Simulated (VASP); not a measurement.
All values below come from PBE GGA, VASP's PBE PAW potentials (set 64) (plane waves; VASP).

VASP input:

INCAR:
```
LWAVE = F
GGA = PE   # PBE
SYSTEM = TeRh
ISIF = 2
LASPH = T
ISMEAR = 0   # Gaussian
LMAXMIX = 4   # l cut-off of mixed one-centre charges
ENCUT = 400   # plane-wave cut-off (eV)
LREAL = F
ALGO = Normal
EDIFF = 1E-2   # SCF stop (eV)
PREC = Accurate
NELM = 100
LCHARG = F
SIGMA = 0.05   # width (eV)
```

File KPOINTS:
```
Automatic mesh
0
Gamma
7 7 7
0 0 0
```

File POSCAR:
```
TeRh
1
    3.2648550000     0.0000000000     0.0000000000
    0.0000000000     3.2648550000     0.0000000000
    0.0000000000     0.0000000000     3.2648550000
Rh Te
1 1
Direct
  0.0000000000   0.0000000000   0.0000000000
  0.5000000000   0.5000000000   0.5000000000
```

POTCAR, in this order: Rh_pv Te (PBE.64 set). Program: vasp_std.

Output of the run:

OSZICAR:
```
       N       E                     dE             d eps       ncg     rms          rms(c)
DAV:   1     0.115545346651E+03    0.11555E+03   -0.10301E+04   632   0.115E+03
DAV:   2    -0.737902855185E+01   -0.12292E+03   -0.12065E+03   644   0.307E+02
DAV:   3    -0.103443918839E+02   -0.29654E+01   -0.29120E+01   662   0.493E+01
DAV:   4    -0.103749662295E+02   -0.30574E-01   -0.30494E-01   662   0.524E+00
DAV:   5    -0.103754085056E+02   -0.44228E-03   -0.44227E-03   466   0.631E-01    0.157E+01
DAV:   6    -0.102888761915E+02    0.86532E-01   -0.75640E-02   602   0.240E+00    0.930E+00
DAV:   7    -0.102615633703E+02    0.27313E-01   -0.10621E-01   596   0.278E+00    0.124E+00
DAV:   8    -0.102603648258E+02    0.11985E-02   -0.51995E-03   292   0.772E-01
   1 F= -.10260365E+02 E0= -.10258959E+02  d E =-.281078E-02
```

File OUTCAR:
```
------------------------ aborting loop because EDIFF is reached ----------------------------------------
  FORCE on cell =-STRESS in cart. coord.  units (eV):
  Direction    XX          YY          ZZ          XY          YZ          ZX
  --------------------------------------------------------------------------------------
  Total        2.3893558      2.3893558      2.3893558      0.0000000     -0.0000000      0.0000000
  in kB      110.0017801    110.0017801    110.0017801      0.0000000     -0.0000000      0.0000000
  external PRESSURE =     110.0017801 kB  Pullay stress =       0.0000000 kB
  volume of cell :       34.80
      direct lattice vectors                 reciprocal lattice vectors
     3.264855000  0.000000000  0.000000000     0.306292316  0.000000000  0.000000000
     0.000000000  3.264855000  0.000000000     0.000000000  0.306292316  0.000000000
     0.000000000  0.000000000  3.264855000     0.000000000  0.000000000  0.306292316
 POSITION                                       TOTAL-FORCE (eV/Angst)
 -----------------------------------------------------------------------------------
      0.00000      0.00000      0.00000         0.000000      0.000000      0.000000
      1.63243      1.63243      1.63243         0.000000      0.000000      0.000000
 -----------------------------------------------------------------------------------
    total drift:                                0.000000      0.000000      0.000000
  FREE ENERGIE OF THE ION-ELECTRON SYSTEM (eV)
  ---------------------------------------------------
  free  energy   TOTEN  =       -10.2603648258 eV

  energy  without entropy=      -10.2575540448  energy(sigma->0) =      -10.25895944
```
(Selected blocks of OUTCAR.)

### OUTCAR
```
 val. band max:       12.3268628580   @ k =   0.4286   0.4286   0.2857

 cond. band min:      12.4717438307   @ k =   0.4286   0.2857   0.0000


 Fermi energy:        12.3453332767

 k-point     1 :       0.0000    0.0000    0.0000
  band No.  band energies     occupation
      1     -33.6114      2.00000
      2     -33.6114      2.00000
      3     -33.6114      2.00000
      4      -2.7061      2.00000
      5       8.6049      2.00000
      6       8.6049      2.00000
      7      10.8629      2.00000
      8      10.8629      2.00000
      9      10.8629      2.00000
     10      11.5739      2.00000
     11      11.5739      2.00000
     12      11.5739      2.00000
     13      16.5336      0.00000
     14      19.7714      0.00000

 k-point     2 :       0.1429    0.0000    0.0000
  band No.  band energies     occupation
      1     -33.6220      2.00000
      2     -33.6106      2.00000
      3     -33.6106      2.00000
      4      -2.4428      2.00000
      5       7.9772      2.00000
      6       8.6846      2.00000
      7      10.0125      2.00000
      8      10.0125      2.00000
      9      10.8727      2.00000
     10      10.8992      2.00000
     11      12.7023      0.00000
     12      12.7023      0.00000
     13      17.4799      0.00000
     14      19.3772      0.00000

 k-point     3 :       0.2857    0.0000    0.0000
  band No.  band energies     occupation
      1     -33.6449      2.00000
      2     -33.6086      2.00000
      3     -33.6086      2.00000
      4      -1.7174      2.00000
      5       5.9584      2.00000
      6       8.8752      2.00000
      7       9.2128      2.00000
      8       9.2128      2.00000
      9      10.8948      2.00000
     10      11.1369      2.00000
     11      14.3237      0.00000
     12      14.3237      0.00000
     13      18.1556      0.00000
     14      18.5507      0.00000

 k-point     4 :       0.4286    0.0000    0.0000
  band No.  band energies     occupation
...
```

Unless said otherwise, spin-orbit coupling is left out, though it shifts the bands of the heavy elements here.

The structure was generated: TeRh was put into the CsCl type (Pm-3m), which need not be its known phase. The cell was not relaxed at this level. The run is one of a series of settings (EDIFF = 1E-2 against the base run), some of them coarse on purpose. The electron count is odd and the run is not spin-polarised, which forces a metal.
